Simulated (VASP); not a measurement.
Input:

```yaml
crystal:
  lattice:
    - [0.00000, 2.62416, 2.62416]
    - [2.62416, 0.00000, 2.62416]
    - [2.62416, 2.62416, 0.00000]
  atoms:
    - { symbol: Cd, position: [0.00000, 0.00000, 0.00000] }
    - { symbol: F, position: [0.25000, 0.25000, 0.25000] }
    - { symbol: F, position: [0.75000, 0.75000, 0.75000] }
```

The numbers are results of LDA (Ceperley-Alder, Perdew-Zunger), VASP's LDA PAW potentials (set 64) (plane waves; VASP), not measurements. Run with 620 eV cut-off, 7×7×7 Γ-centred mesh, Gaussian smearing of 0.050 eV, potentials Cd F.

Problem. What does the run give for the energy per atom (σ→0), pressure?

Solution. 
- energy per atom (σ→0): -4.239 eV/atom
- pressure: 4.99 GPa

Total energies compare only between runs with the same potentials, cut-off and functional.

The compound is CdF2 in the fluorite structure. It was relaxed first under an external pressure of 5 GPa.
